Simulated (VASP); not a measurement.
Here is the system:

```xyz
4
Lattice="1.2535 -2.1711 0.0000 1.2535 2.1711 0.0000 0.0000 0.0000 6.6584" Properties=species:S:1:pos:R:3 pbc="T T T"
B      1.2535     0.7237     1.6646
B      1.2535    -0.7237     4.9938
N      1.2535    -0.7237     1.6646
N      1.2535     0.7237     4.9938
```

Calculation: PBE GGA with D3 dispersion (Becke-Johnson damping), VASP's PBE PAW potentials (set 64) (plane waves; VASP 6.6.1). Settings: 520 eV cut-off, 11×11×4 Γ-centred mesh, tetrahedra with Blöchl corrections, potentials B N.

Question: Estimate the energy per atom (σ→0).

Answer: 
```yaml
energy per atom (σ→0): -8.929 eV/atom
```

The compound is BN in the hex structure. It was relaxed first.
